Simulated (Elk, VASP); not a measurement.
A VASP calculation is set up with these files.

### KPOINTS
```
Regular mesh
0
gamma
 5 5 3
```

**INCAR**
```
! general
SYSTEM         =  Mg3Sb2
PREC           =  Accurate
ENCUT          =  300   ! plane-wave cut-off (eV)
LREAL          =  .FALSE.
LASPH          =  .TRUE.   ! aspherical one-centre terms

! electronic loop
EDIFF          =  1E-6
NELM           =  100
ALGO           =  Normal   ! blocked Davidson
LMAXMIX        =  4

! smearing
ISMEAR         =  -1
SIGMA          =  0.02

! functional
GGA            =  PE
GGA_COMPAT     =  .FALSE.

! spin
MAGMOM         =  15*0.0
LSORBIT        =  .TRUE.
LNONCOLLINEAR  =  .TRUE.

! ions
ISIF           =  2   ! forces and stress, cell fixed

! output
LWAVE          =  .FALSE.
LCHARG         =  .FALSE.
LORBIT         =  11   ! lm-projected
```

### POSCAR
```
Mg3Sb2
1
    2.2800000000    -3.9490760000     0.0000000000
    2.2800000000     3.9490760000     0.0000000000
    0.0000000000     0.0000000000     7.2300000000
Mg Sb
3 2
Direct
  0.0000000000   0.0000000000   0.0000000000
  0.3333330000   0.6666670000   0.6340000000
  0.6666670000   0.3333330000   0.3660000000
  0.3333330000   0.6666670000   0.2280000000
  0.6666670000   0.3333330000   0.7720000000
```

POTCAR, in this order: Mg Sb (PBE.64 set). Program: vasp_ncl.

### Question
Translate it to Elk.

### Answer
One input that does it (PBE, spin-orbit coupling in second variation, all-electron FP-LAPW, Elk's shipped species files, APW+lo basis with extra local orbitals):
```
tasks
  0

xctype
  20

spinorb
  .true.

rgkmax
  7.5

gmaxvr
  14.0

nxlo
  2

lorbcnd
  .true.

lmaxi
  3

nempty
  10

stype
  3

swidth
  0.000734986

scale
  8.617151127

avec
    0.5000000000   -0.8660254038    0.0000000000
    0.5000000000    0.8660254038    0.0000000000
    0.0000000000    0.0000000000    1.5855263160

atoms
  2   : nspecies
  'Mg.in'   : spfname
  3   : natoms; atposl, bfcmt below
  0.0000000000  0.0000000000  0.0000000000    0.0 0.0 0.0
  0.3333333333  0.6666666667  0.6340000000    0.0 0.0 0.0
  0.6666666667  0.3333333333  0.3660000000    0.0 0.0 0.0
  'Sb.in'   : spfname
  2   : natoms; atposl, bfcmt below
  0.3333333333  0.6666666667  0.2280000000    0.0 0.0 0.0
  0.6666666667  0.3333333333  0.7720000000    0.0 0.0 0.0

ngridk
  5 5 3
```
Both are inputs of real runs that ended normally. What can't carry over is the choice of potentials or basis and its cut-off, and each code's defaults.

VASP also gives the stress here, which the Elk input doesn't ask for.

The structure is a typed Mg3Sb2 crystal (P-3m1). The cell was not relaxed at this level, and it may have been scaled.
